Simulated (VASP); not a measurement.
A convergence study with VASP on CdTe (zinc blende): one setting is varied, all else stays as given below, so the limit is that of these other settings.

```
CdTe
1.0
    0.00000     3.24000     3.24000
    3.24000     0.00000     3.24000
    3.24000     3.24000     0.00000
Cd Te
1 1
Cartesian
  0.00000   0.00000   0.00000
  1.62000   1.62000   1.62000
```

The numbers are results of LDA (Ceperley-Alder, Perdew-Zunger), VASP's LDA PAW potentials (set 64) (plane waves; VASP), not measurements. The tightest run used: 600 eV cut-off, 6×6×6 Γ-centred mesh, Gaussian smearing of 0.010 eV, potentials Cd Te.

Task: The settings run are ENCUT = 200; ENCUT = 300; ENCUT = 400; ENCUT = 500; ENCUT = 600. From which on does the highest Γ mode stay within 1 cm⁻¹ of the tightest run?

Result: From ENCUT = 300 on: it is off by 0.4 there and by no more than 1 in any finer run, while ENCUT = 200 is off by 5.1.
```
setting      mean ε∞  highest Γ mode (cm⁻¹)  plane waves  difference judged (cm⁻¹)
-----------  -------  ---------------------  -----------  ------------------------
ENCUT = 200    25.44                  136.3          447                       5.1
ENCUT = 300    22.68                  141.8          821                       0.4
ENCUT = 400    22.40                  141.5         1258                       0.1
ENCUT = 500    22.30                  141.4         1759                       0.0
ENCUT = 600    22.31                  141.4         2285                       0.0
```

Left out are rungs that failed or repeat a setting and relaxations that didn't move; long series are thinned to 24 rows.

The compound is CdTe in the zinc blende structure. The cell was not relaxed at this level.
